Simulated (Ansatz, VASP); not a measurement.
**Cross-check of Ru (Ruthenium) between VASP and Ansatz**

Wanted: the spread between two codes on one cell, functional and k mesh. The cell is taken from a series of runs on this material, whose earlier steps may have relaxed, scaled, displaced or heated it; both programs get it as it stands.

Program: Ansatz 0.2.0. Level of theory: plane waves, with VASP 6.6.1 beside it; relaxation of cell and atoms at PBEsol. Results are calculated unless marked as measured.

**1. The starting structure**

It takes space group P6_3/mmc (No. 194, hexagonal). The conventional cell has a = 2.690 Å, b = 2.690 Å, c = 4.252 Å, α = 90.00°, β = 90.00°, γ = 120.00°. Nearest to Ru lie 12 Ru at 2.63 to 2.69 Å.

**2. Ansatz: relaxation of cell and atoms, PBEsol**

Ansatz runs on its PAW soft_1 files.

The relaxed volume is the usual yardstick between codes: in a stiff, nearly cubic crystal its relative difference is about their pressure difference at one cell divided by the bulk modulus.

File input.yaml:

```yaml
crystal:
  lattice:
    - [2.6896847641, 0.0, 0.0]
    - [-1.344842382, 2.3293353338, 0.0]
    - [0.0, 0.0, 4.2523798121]
  atoms:
    - { symbol: Ru, position: [0.3333333333, 0.6666666667, 0.25] }
    - { symbol: Ru, position: [0.6666666667, 0.3333333333, 0.75] }
kpoints:
  mp_grid: { grid: [18, 18, 12] }
hamiltonian:
  xc: pbesol
  pseudopotentials: { kind: paw, azcp: { folder: soft_1 }, xc_functional: pbe }
scf:
  occupations: { method: methfessel_paxton, width: 0.2 }
output:
  forces: true
  stress: true
  eigenvalues: true
relax:
  adjacent_minimum: "off"
  f_tol: 0.001
  max_steps: 60
  cell: { stress_tol: 0.01 }
```

On the command line:

```console
$ ansatz run input.yaml --threads 4 --pin off --max-ram 10240MiB --backend cpu --events-out ev --progress --plain --runs-dir out
```

Numbers of over 12 decimals in the logs are rounded to 6 here.

The program printed:

```text
Engine: ansatz 0.2.0, x86_64-unknown-linux-gnu
Pseudopotentials: kind: paw
Pseudopotential: Ru, paw, valence charge 16, recommended cutoff 420 eV (normal), soft_1/Ru.paw.azcp
Functional definition: PBEsol
  exchange = pbesol_x
  correlation = pbesol_c
Crystal: 2 atoms, lattice volume = 26.642 Å³
Basis set: ecut = 420 eV, 537 PW (Γ), exchange–correlation on 36×36×60 points (8 copies of the dense FFT grid, shifted against one another)
Bands: 20, of which v1, the nominal top of the filled ones, is band 16 counted from 1 (15 counted from 0)
Symmetry: 24 space group operations
Space group: P63/mmc (ITA 194), of the structure as read, at distance tolerance 3.0e-5 Å
k-points: 259 of 3888
Non-local potential: Ru, projectors of the file, l = 0: 3, l = 1: 2, l = 2: 2, l = 3: 1
PAW form: soft (Blöchl's): semilocal exchange-correlation on the pseudo side does not see the compensation charge
PAW frozen core: Ru, regenerated for the run's functional, and the local potential with it (the file was generated under x = pbe(κ = 0.804, μ = 0.219515), c = pbe(β = 0.066725))
PAW one-centre angular grid: Ru, 590 points (default); XC on 64 Gauss nodes
Initial density: superposition of atomic densities (chi_scale 0.1, normalization cell)
Initial wavefunctions: pseudopotential atomic-orbital guess
Functional: x = pbesol(κ = 0.804, μ = 0.123457), c = pbesol(β = 0.046)
SCF iter   1: F=—  HF=-11634.559086 eV  |F-HF|=—  |Δ(HF+E_count)|=         —  Δρ=1.31e-1  dr2=4.36e0  ethr=3.10e-3  ⟨swp⟩=4.9  Hψ=19890  notcnv=0
preconditioner: auto → none  [metal: Δε(μ)=0.025 eV  Ē_g=6.371 eV  σ=0.200 eV  W_gap=0.10  n_scr=8 (ndim 8)  ℏωp=28.8 eV  f_vac=0.000  D(μ)=1.47/eV (n_scr^D=22)  sad-step TF]
SCF iter   2: F=—  HF=-11633.498855 eV  |F-HF|=—  |Δ(HF+E_count)|=    1.06e0  S|Δr|=    0.00e0  Δρ=7.02e-2  dr2=1.23e0  ethr=3.10e-3  ⟨swp⟩=2.3  Hψ=10528  notcnv=0  defer=26
SCF iter   3: F=—  HF=-11633.093766 eV  |F-HF|=—  |Δ(HF+E_count)|=   4.05e-1  S|Δr|=    0.00e0  Δρ=3.95e-3  dr2=1.72e-3  ethr=3.10e-3  ⟨swp⟩=2.0  Hψ=8179  notcnv=0  defer=26
SCF iter   4: F=—  HF=-11633.095622 eV  |F-HF|=—  |Δ(HF+E_count)|=   1.86e-3  S|Δr|=    0.00e0  Δρ=3.65e-4  dr2=1.77e-5  ethr=5.37e-6  ⟨swp⟩=2.4  Hψ=11194  notcnv=0  defer=18
SCF iter   5: F=—  HF=-11633.095622 eV  |F-HF|=—  |Δ(HF+E_count)|=   6.31e-7  S|Δr|=    0.00e0  Δρ=9.05e-5  dr2=1.30e-6  ethr=5.54e-8  ⟨swp⟩=2.5  Hψ=9082  notcnv=0  defer=18
SCF iter   6: F=-11633.095622 eV  HF=-11633.095622 eV  |F-HF|=3.81e-8  |Δ(HF+E_count)|=   4.38e-7  S|Δr|=    0.00e0  Δρ=1.98e-5  dr2=5.09e-8  ethr=3.13e-10  ⟨swp⟩=6.2  Hψ=23892  notcnv=0
SCF 1 converged in 6 iterations: F = -11633.095622 eV  dr2 = 5.09e-8
  greatest PAW one-centre occupation: 1.000 electrons in one spin orbital (limit 2), on the Ru atom at site 1 (counted from 0), in its partial waves of l = 0
relax step   1: F+E_penalty+E_count = -11633.09562200 eV  Δ(F+E_penalty+E_count) = +0.000e0 eV  max|allowed force component| = 2.776e-17 eV/Å  Δτ_max = 0.0000 Å  P = -0.056 GPa  Ω = 26.642 Å³  (6 SCF iters, dr2 threshold 1.00e-7 eV, accepted)
[...]
relax step   2: F+E_penalty+E_count = -11633.09564338 eV  Δ(F+E_penalty+E_count) = -2.138e-5 eV  max|allowed force component| = 4.857e-17 eV/Å  Δτ_max = 0.0000 Å  P = +0.029 GPa  Ω = 26.637 Å³  energy of the carried Pulay correction = +3.617e-6 eV  (3 SCF iters, dr2 threshold 2.00e-7 eV, accepted)
[...]
relax step   3: F+E_penalty+E_count = -11633.09565405 eV  Δ(F+E_penalty+E_count) = -1.066e-5 eV  max|allowed force component| = 3.932e-17 eV/Å  Δτ_max = 0.0000 Å  P = +0.000 GPa  Ω = 26.639 Å³  energy of the carried Pulay correction = +2.726e-6 eV  (2 SCF iters, dr2 threshold 1.45e-7 eV, accepted)
[...]
relax step   4: F+E_penalty+E_count = -11633.09564920 eV  Δ(F+E_penalty+E_count) = +4.846e-6 eV  max|allowed force component| = 3.816e-17 eV/Å  Δτ_max = 0.0000 Å  P = +0.001 GPa  Ω = 26.639 Å³  stress off target by 1.93e-3 GPa  SCF on the basis re-selected at this cell (its energy is not comparable with the rows above)  (5 SCF iters)
basis re-selected at this cell: Δ(F+E_penalty+E_count) = +4.846e-6 eV, ΔP = +0.000 GPa vs the last step (what re-selecting the basis moved, of the pressure what is left beyond the Pulay correction that the steps carried, after the strain that the cell walked since its last selection, with what the two solves' SCF thresholds leave and, on support functions, any second-order correction that the steps lacked; it is no m [...]
SCF converged after 5 iterations
Stability not checked: this state was not tested for a lower state beside it, because cold or Methfessel-Paxton smearing, or corrected tetrahedra, fill the levels in a way that the test cannot read (fill_not_monotonic; see scf.lower_state_search)
Free energy (F): -11633.095649 eV
Harris-Foulkes:  -11633.095649 eV  (|F-HF|=3.64e-12)
Internal energy: -11633.096130 eV  (E = F + TS)
E sigma→0 (E₀):  -11633.095769 eV
Entropy (-TS):   0.000481 eV (0.241 meV/atom)
Fermi energy:    23.734907 eV
--- Per-component energies (eV) ---
  E_band       = -100.617409
  E_kinetic    = 921.637802
  E_local      = -2500.688012  (includes V_loc(G=0)·N_el)
  E_nonlocal   = 828.486162
  E_hartree    = 826.644216
  E_xc         = -338.995905
  E_vxc        = -430.108532  (∫ρ·V_xc dr)
  E_paw        = -6879.982932  (= ΣΔE_a)
  E_vpaw       = -573.234431  (= ΣTr[D̂ρ^β])
  E_aug_tail   = 0.001173  (compensation charges beyond the density's cutoff)
  E_ewald      = -4490.705229
  E_core_change = 0.506593  (= ΣΔE_core)
  E_smearing   = 0.000481  (= −TS)
  E_closure    = 0.000000  (closes the sum)
  Σ components = -11633.095649   (vs F -11633.095649, Δ=0.00e0)
--- Forces (eV/Å), atoms counted from 1 ---
  atom   1  Ru    -0.00000000     0.00000000    -0.00000000
  atom   2  Ru     0.00000000    -0.00000000     0.00000000
  max |Σ_I F_I| component: 9.25e-18 eV/Å
--- Stress (GPa, compression-positive) ---
        0.001717       0.000000      -0.000000
        0.000000       0.001717       0.000000
       -0.000000       0.000000      -0.001932
  P = ⅓ Tr σ = 0.0005 GPa (0.005 kbar)
--- Band table (eV; the first three rows and the last of 259) ---
  k-point 0: bands = [... 12 lower, 21.2474, 21.7567, 21.7567, 22.2832, 22.2832, 24.9603, 24.9603, 25.0043]
  k-point 1: bands = [... 12 lower, 21.2063, 21.7073, 21.7073, 22.4001, 22.4001, 24.7345, 24.9671, 24.9671]
  k-point 2: bands = [... 12 lower, 21.0923, 21.5736, 21.5736, 22.6944, 22.6944, 24.0399, 24.9711, 24.9711]
  k-point 258: bands = [... 12 lower, 20.9317, 20.9317, 22.5060, 22.5060, 25.0001, 25.0001, 32.3014, 32.3014]
--- Relaxed structure (3 steps of the walk, 3 accepted, 1 SCFs on fresh bases) ---
  F+E_penalty+E_count = -11633.09564920 eV   max|allowed force component| = 3.816e-17 eV/Å   (the final SCF, on the basis selected at the relaxed cell)
  cell:  # Å, volume = 26.6387 Å³
    - [2.690499, -2.88762939328616e-11, 0]
    - [-1.345250, 2.330041, 0]
    - [0, 0, 4.249296]
  atoms:
    - { symbol: Ru, position: [0.333333, 0.666667, 0.25] }
    - { symbol: Ru, position: [0.666667, 0.333333, 0.750000] }
```

**3. VASP: relaxation of cell and atoms, PBEsol**

The same cell, functional, mesh and smearing now go to VASP, with its own data sets.

Lines of VASP's logs that name or quote its potential files are left out, and so is its time.

File INCAR:

```
SYSTEM = Ru
PREC = Accurate
ENCUT = 500
EDIFF = 1E-07
NELM = 120
ISMEAR = 1
SIGMA = 0.2
LREAL = .FALSE.
ALGO = Normal
GGA = PS
NBANDS = 20
LASPH = .TRUE.
LORBIT = 11
LWAVE = .FALSE.
LCHARG = .FALSE.
ISIF = 3
IBRION = 2
NSW = 80
EDIFFG = -0.005
GGA_COMPAT = .FALSE.
NELMIN = 4
KPAR = 2
```

File POSCAR:

```
Ru
1.0
    2.6896850000      0.0000000000      0.0000000000
   -1.3448420000      2.3293350000      0.0000000000
    0.0000000000      0.0000000000      4.2523800000
Ru
2
Direct
    0.3333332094      0.6666666667      0.2500000000
    0.6666664188      0.3333333333      0.7500000000
```

File KPOINTS:

```
Automatic mesh
0
Gamma
18 18 12
0 0 0
```

The projector-augmented-wave data sets are Ru_pv (PBE family, release 64).

On the command line:

```console
$ mpirun -np 2 vasp_std
```

The program printed:

```text
[banner, memory and clock lines left out]
running    2 mpi-ranks, on    1 nodes
 distrk:  each k-point on    1 cores,    2 groups
 distr:  one band on    1 cores,    1 groups

 POSCAR found type information on POSCAR Ru
 POSCAR found :  1 types and       2 ions
|                                                                             |
|               ----> ADVICE to this user running VASP <----                  |
|                                                                             |
|     You enforced a specific xc type in the INCAR file but a different       |
|     [... a line on the potential file left out ...]
|     I HOPE YOU KNOW WHAT YOU ARE DOING!                                     |
|                                                                             |

 LDA part: xc-table for (Slater+PW92), standard interpolation
 POSCAR, INCAR and KPOINTS ok, starting setup
 FFT: planning ... GRIDC
 FFT: planning ... GRID_SOFT
 FFT: planning ... GRID
 WAVECAR not read
 entering main loop
       N       E                     dE             d eps       ncg     rms          rms(c)
DAV:   1     0.278776890093E+03    0.27878E+03   -0.17368E+04 10392   0.152E+03
DAV:   2    -0.160577323673E+02   -0.29483E+03   -0.28659E+03 10692   0.454E+02
DAV:   3    -0.218868570361E+02   -0.58291E+01   -0.57891E+01 11816   0.713E+01
DAV:   4    -0.219325705821E+02   -0.45714E-01   -0.45676E-01 13660   0.592E+00
DAV:   5    -0.219331567209E+02   -0.58614E-03   -0.58481E-03 11592   0.568E-01    0.202E+01
DAV:   6    -0.204412276506E+02    0.14919E+01   -0.34301E+00 12116   0.186E+01    0.526E+00
DAV:   7    -0.203521553083E+02    0.89072E-01   -0.62614E-01 11936   0.578E+00    0.990E-01
DAV:   8    -0.203441125276E+02    0.80428E-02   -0.25779E-02 11628   0.121E+00    0.426E-01
DAV:   9    -0.203424076895E+02    0.17048E-02   -0.29838E-03 11868   0.616E-01    0.501E-02
DAV:  10    -0.203423866240E+02    0.21066E-04   -0.20963E-04 11640   0.148E-01    0.249E-02
DAV:  11    -0.203423889632E+02   -0.23392E-05   -0.42840E-06 12100   0.198E-02    0.209E-03
DAV:  12    -0.203423888545E+02    0.10874E-06   -0.36090E-07 11532   0.554E-03    0.126E-03
DAV:  13    -0.203423888666E+02   -0.12185E-07   -0.54866E-09  7376   0.787E-04
   1 F= -.20342389E+02 E0= -.20342548E+02  d E =-.203424E+02
[...]
2 F= -.20342343E+02 E0= -.20342502E+02  d E =0.457077E-04
[...]
3 F= -.20342418E+02 E0= -.20342578E+02  d E =-.295253E-04
[...]
4 F= -.20342410E+02 E0= -.20342568E+02  d E =0.811907E-05
 trial-energy change:    0.000008  1 .order    0.000007   -0.000021    0.000036
 step:   0.3083(harm=  0.3231)  dis= 0.00000  next Energy=   -20.342422 (dE=-0.363E-05)
 bond charge predicted
       N       E                     dE             d eps       ncg     rms          rms(c)
DAV:   1    -0.203425776700E+02   -0.16734E-03   -0.40543E-03 10760   0.631E-01    0.101E-01
DAV:   2    -0.203424282056E+02    0.14946E-03   -0.37120E-04 10764   0.187E-01    0.215E-02
DAV:   3    -0.203424198272E+02    0.83784E-05   -0.31397E-05 11192   0.465E-02    0.110E-02
DAV:   4    -0.203424216144E+02   -0.17872E-05   -0.22531E-06 11644   0.126E-02    0.264E-03
DAV:   5    -0.203424220717E+02   -0.45732E-06   -0.26460E-07 11720   0.478E-03    0.104E-03
DAV:   6    -0.203424220661E+02    0.56566E-08   -0.51125E-08  6156   0.217E-03
   5 F= -.20342422E+02 E0= -.20342581E+02  d E =-.367417E-05
 curvature:  -0.19 expect dE=-0.184E-08 dE for cont linesearch -0.278E-09
 trial: gam= 0.00023 g(F)=  0.225E-40 g(S)=  0.978E-08 ort = 0.202E-06 (trialstep = 0.763E+00)
 search vector abs. value=  0.998E-08
 reached required accuracy - stopping structural energy minimisation
```

Parts of OUTCAR (step 3):

```text
ion  position               nearest neighbor table
   1  0.333  0.667  0.250-   2 2.63   2 2.63   2 2.63   2 2.63   2 2.63   2 2.63
   2  0.667  0.333  0.750-   1 2.63   1 2.63   1 2.63   1 2.63   1 2.63   1 2.63

  LATTYP: Found a hexagonal cell.
 ALAT       =     2.6896850000
 C/A-ratio  =     1.5809955441

 Subroutine GETGRP returns: Found 24 space group operations
 (whereof 12 operations were pure point group operations)

The static configuration has the point symmetry D_3d.
 The point group associated with its full space group is D_6h.

 Found    259 irreducible k-points:

   k-points           NKPTS =    259   k-points in BZ     NKDIM =    259   number of bands    NBANDS=     20

   dimension x,y,z NGX =    20 NGY =   20 NGZ =   32
   dimension x,y,z NGXF=    40 NGYF=   40 NGZF=   64

   ENCUT  =  500.0 eV  36.75 Ry    6.06 a.u.   4.90  4.90  7.75*2*pi/ulx,y,z

   NELECT =      28.0000    total number of electrons

 k-points in reciprocal lattice and weights: Automatic mesh
   0.00000000  0.00000000  0.00000000       0.000
   0.05555556 -0.00000000  0.00000000       0.002
   0.11111111 -0.00000000  0.00000000       0.002
   0.16666667 -0.00000000  0.00000000       0.002
   0.22222222  0.00000000  0.00000000       0.002
   0.27777778 -0.00000000  0.00000000       0.002
   0.33333333  0.00000000  0.00000000       0.002
   0.38888889  0.00000000  0.00000000       0.002
   0.44444444  0.00000000  0.00000000       0.002
[...]
0.33333333  0.27777778  0.50000000       0.003
   0.33333333  0.33333333  0.50000000       0.001

 average (electrostatic) potential at core
       1 -66.7966       2 -66.7966

 E-fermi :  13.0618

 k-point     1 :       0.0000    0.0000    0.0000
  band No.  band energies     occupation
    ...
     11      10.5759      2.00000
     12      11.0856      2.00000
     13      11.0856      2.00000
     14      11.6111      2.00000
     15      11.6111      2.00000
     16      14.2857     -0.00000
     17      14.2857     -0.00000
     18      14.3368     -0.00000
     19      23.2752      0.00000
     20      23.3151      0.00000

 k-point     2 :       0.0556   -0.0000    0.0000
  band No.  band energies     occupation
    ...
     11      10.7943      2.00000
     12      11.0327      2.00000
     13      11.1739      2.00000
     14      11.4955      2.00000
     15      11.5367      2.00000
     16      13.1749      0.19208
     17      14.3331     -0.00000
     18      15.6048     -0.00000
     19      23.2735      0.00000
     20      23.3151      0.00000

 k-point     3 :       0.1111   -0.0000    0.0000
  band No.  band energies     occupation
    ...
     12      11.0690      2.00000
     13      11.1368      2.00000
     14      11.3384      2.00000
     15      11.4338      2.00000
     16      12.3490      2.00001
     17      14.4537     -0.00000
     18      16.9881     -0.00000
     19      23.2664      0.00000
     20      23.3151      0.00000

  Total        0.0000496      0.0000496     -0.0006330      0.0000000     -0.0000000      0.0000000
  in kB        0.0029860      0.0029860     -0.0380782      0.0000000     -0.0000000      0.0000000
  external PRESSURE =      -0.0107021 kB  Pullay stress =       0.0000000 kB

  energy-cutoff  :      500.00
  volume of cell :       26.63
      direct lattice vectors                 reciprocal lattice vectors
     2.690267289  0.000000000  0.000000000     0.371710277  0.214606998 -0.000000000
    -1.345133144  2.329839277 -0.000000000    -0.000000000  0.429214157 -0.000000000
     0.000000000  0.000000000  4.248961082    -0.000000000  0.000000000  0.235351650

 POSITION                                       TOTAL-FORCE (eV/Angst)
 -----------------------------------------------------------------------------------
      0.00000      1.55323      1.06224        -0.000000      0.000000      0.000000
      1.34513      0.77661      3.18672         0.000000     -0.000000      0.000000
 -----------------------------------------------------------------------------------
    total drift:                                0.000823      0.000037     -0.000020

  FREE ENERGIE OF THE ION-ELECTRON SYSTEM (eV)
  ---------------------------------------------------
  free  energy   TOTEN  =       -20.3424220661 eV

  energy  without entropy=      -20.3428980041  energy(sigma->0) =      -20.34258071

 reached required accuracy - stopping structural energy minimisation

 total charge
# of ion       s       p       d       tot
------------------------------------------
    1        0.412   6.329   5.965  12.705
    2        0.412   6.329   5.965  12.705
--------------------------------------------------
tot          0.823  12.658  11.930  25.411

[... 3 further parts left out ...]
```

CONTCAR:

```
Ru
   1.00000000000000
     2.6902672889577341    0.0000000001250036    0.0000000000000000
    -1.3451331442623662    2.3298392766176845   -0.0000000000000000
     0.0000000000000000    0.0000000000000000    4.2489610822355361
  Ru
     2
Direct
     0.3333332094000028    0.6666666667000030    0.2500000000000000
     0.6666664187999984    0.3333333332999970    0.7500000000000000
```

**4. Side by side**

Known differences besides the potentials themselves: the data sets hold 32 valence electrons in Ansatz (on its PAW soft_1 files) and 28 in VASP; the cutoff is 420 eV in Ansatz and 500 eV in VASP; Ansatz makes its cores anew for this functional, VASP keeps those of its PBE data sets; Ansatz adds a Pulay correction to the stress that steers its cell, VASP none. Total energies have different zeros and are not compared.

Compared:

```csv
quantity,Ansatz,VASP,difference
volume (Å³),26.64,26.63,+0.03 %
"edge a after relaxation, in the typed setting (Å)",2.691,2.690,+0.01 %
"edge c after relaxation, in the typed setting (Å)",4.249,4.249,+0.01 %
```

**5. What came out**

```json
{
  "difference in volume (relaxation of cell and atoms, PBEsol)": "0.025 %"
}
```

What this shows: The difference in volume is 0.025 % (relaxation of cell and atoms, PBEsol), within the 1.2 % picked in this series as the mark of a large difference, as far as the stopping tolerances let one tell. The data sets hold unlike numbers of valence electrons (32 in Ansatz and 28 in VASP), so part of the differences comes from the potentials. 14 further runs of this series are not shown here. Such differences can come from data sets, numerical settings and the points named under the comparisons, not from the functional's error against experiment.

[Lines on the potential files, build, host, timing and source positions are cut from VASP's logs without a mark.]

[Logs are printed without paths, hosts, clocks, repeated set-up lines and the standing remarks that a program may print on its own settings, such as how far it seeks lower states.]

[Hosts, paths, dates, database ids (printed as entryN), source tags and the programs' standing remarks are cut or masked in the printed files.]
